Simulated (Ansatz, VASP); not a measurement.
LuHfF: VASP beside Ansatz

File INCAR:

```
PREC = Accurate
ENCUT = 520
EDIFF = 1E-6
ISMEAR = 0
SIGMA = 0.1
LREAL = F
LASPH = T
NELM = 60
ALGO = Normal
ISIF = 2
LWAVE = F
LCHARG = F
GGA = PE
NBANDS = 51
```

File KPOINTS:

```
regular mesh
0
Gamma
  4 4 2
```

File POSCAR:

```
LuHfF
1.0
    3.7922026500      0.0000000000      0.0000000000
    0.0000000000      3.7922026500      0.0000000000
    0.0000000000      0.0000000000      7.7664683300
Lu Hf F
2 2 2
Direct
    0.5000000000      0.0000000000      0.8306599900
    0.0000000000      0.5000000000      0.1693400100
    0.5000000000      0.0000000000      0.4480800000
    0.0000000000      0.5000000000      0.5519200000
    0.5000000000      0.0000000000      0.1681000000
    0.0000000000      0.5000000000      0.8319000000
```

Input for Ansatz:

```yaml
crystal:
  lattice:
    - [3.79220265, 0.0, 0.0]
    - [0.0, 3.79220265, 0.0]
    - [0.0, 0.0, 7.76646833]
  atoms:
    - { symbol: Lu, position: [0.5, 0.0, 0.83065999] }
    - { symbol: Lu, position: [0.0, 0.5, 0.16934001] }
    - { symbol: Hf, position: [0.5, 0.0, 0.44808] }
    - { symbol: Hf, position: [0.0, 0.5, 0.55192] }
    - { symbol: F, position: [0.5, 0.0, 0.1681] }
    - { symbol: F, position: [0.0, 0.5, 0.8319] }
basis:
  ecutwfc: 420
kpoints:
  mp_grid: { grid: [4, 4, 2] }
hamiltonian:
  xc: pbe
scf:
  occupations: { method: gaussian, width: 0.1 }
  lower_state_search: "off"
output:
  forces: true
  stress: true
  eigenvalues: true
```

Change from the starting cell: species swapped into the EuSnP type (P4/nmm, No. 129).

Alike in both runs: task single point; functional PBE; k mesh 4 × 4 × 2; occupations gaussian, width 0.1 eV; no spin polarisation.

```csv
,VASP,Ansatz
version,VASP 6.6.1,Ansatz 0.2.0
potentials or method,"VASP PAW PBE potentials, release 64 (Lu, Hf_pv, F)","scalar-relativistic, plane waves, PAW"
plane-wave cutoff (eV),520,420
valence electrons in the cell,84,116
```

|  | VASP | Ansatz | Ansatz less VASP |
| --- | --- | --- | --- |
| gap on the k mesh at the Fermi level (eV) | none | none | - |
| pressure (GPa) | 5.4 | 5.7 | +0.34 |
| largest component of the traceless stress (GPa) | 5.88 | 6.17 | +0.285 |
| rms of the force components (eV/Å) | 0.750 | 0.737 | -0.0133 |

Atom by atom the forces differ by 0.041 eV/Å (rms over components). A gap of «none» marks a metal or a gap that the smearing closes. The two sets of potentials don't hold the same shells in valence.

Caveats: the k mesh is coarse (spacing up to 0.41 Å⁻¹), so the values aren't converged; forces of over 1 eV/Å show positions far from the minimum, so gaps and moduli don't describe the material at rest. The runs have no spin-orbit coupling, so splittings on Hf, Lu are missing.
